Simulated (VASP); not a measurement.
Level of theory: LDA (Ceperley-Alder, Perdew-Zunger), VASP's LDA PAW potentials (set 64) (plane waves; VASP 6.6.1).

Input for VASP

File KPOINTS:
```
Automatic mesh
0
Gamma
5 5 7
0 0 0
```

INCAR:
```
SYSTEM = MgF2
PREC = Accurate
ENCUT = 620
EDIFF = 1E-6
NELM = 100
ALGO = Normal
LREAL = .FALSE.
LASPH = .TRUE.
ISMEAR = 0
SIGMA = 0.05
LWAVE = .FALSE.
LCHARG = .FALSE.
IBRION = 2
ISIF = 3
NSW = 40
EDIFFG = -0.02
```

**POSCAR**
```
MgF2
1
    4.5323519143     0.0000000000     0.0000000000
    0.0000000000     4.5323519143     0.0000000000
    0.0000000000     0.0000000000     2.9991680484
Mg F
2 4
Direct
  0.0000000000   0.0000000000   0.0000000000
  0.5000000000   0.5000000000   0.5000000000
  0.3027590810   0.3027590810   0.0000000000
  0.8027590810   0.1972409190   0.5000000000
  0.1972409190   0.8027590810   0.5000000000
  0.6972409190   0.6972409190   0.0000000000
```

POTCAR, in this order: Mg F (LDA.64 set). Program: vasp_std.

What will the output report for the number of irreducible k-points (NKPTS), largest plane-wave count, number of space-group operations, FFT grid (NGX, NGY, NGZ)?

number of irreducible k-points (NKPTS): 24
largest plane-wave count: 2176
number of space-group operations: 16
FFT grid (NGX, NGY, NGZ): 40 × 40 × 24

The compound is MgF2 in the rutile structure. This run relaxes it. Symmetry was kept, so distortions that lower it aren't found.
